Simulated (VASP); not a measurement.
Here is the system:

```yaml
crystal:
  lattice:
    - [3.99980, 2.30929, 3.29022]
    - [-3.99980, 2.30929, 3.29022]
    - [0.00000, -4.61857, 3.29022]
  atoms:
    - { symbol: Cs, position: [0.50000, 0.50000, 0.50000] }
    - { symbol: Pb, position: [0.00000, 0.00000, 0.00000] }
    - { symbol: Cl, position: [0.50000, 0.01820, 0.98180] }
    - { symbol: Cl, position: [0.98180, 0.50000, 0.01820] }
    - { symbol: Cl, position: [0.01820, 0.98180, 0.50000] }
```

These are r2SCAN meta-GGA, VASP's PBE PAW potentials (set 64) (plane waves; VASP 6.6.1) values and carry that method's errors. Run with 400 eV cut-off, 5×5×5 Γ-centred mesh, tetrahedra with Blöchl corrections, potentials Cs_sv Pb_d Cl.

The cores are frozen, which limits the accuracy of field gradients.

Question: Give the principal components of the electric field gradient (V/Å²) and the asymmetry η at each nucleus.

Answer: 
```json
[
 {"atom": "Cs1", "Vxx": "-1.8", "Vyy": "-1.8", "Vzz": "3.5", "η": "0.00"},
 {"atom": "Pb2", "Vxx": "1.1", "Vyy": "1.1", "Vzz": "-2.2", "η": "0.00"},
 {"atom": "Cl3", "Vxx": "-40.0", "Vyy": "-38.4", "Vzz": "78.4", "η": "0.02"},
 {"atom": "Cl4", "Vxx": "-40.0", "Vyy": "-38.4", "Vzz": "78.4", "η": "0.02"},
 {"atom": "Cl5", "Vxx": "-40.0", "Vyy": "-38.4", "Vzz": "78.4", "η": "0.02"}
]
```

The structure comes from a computed database's CsPbCl3 entry (R32); how it stands against other phases isn't given here. It was relaxed first.
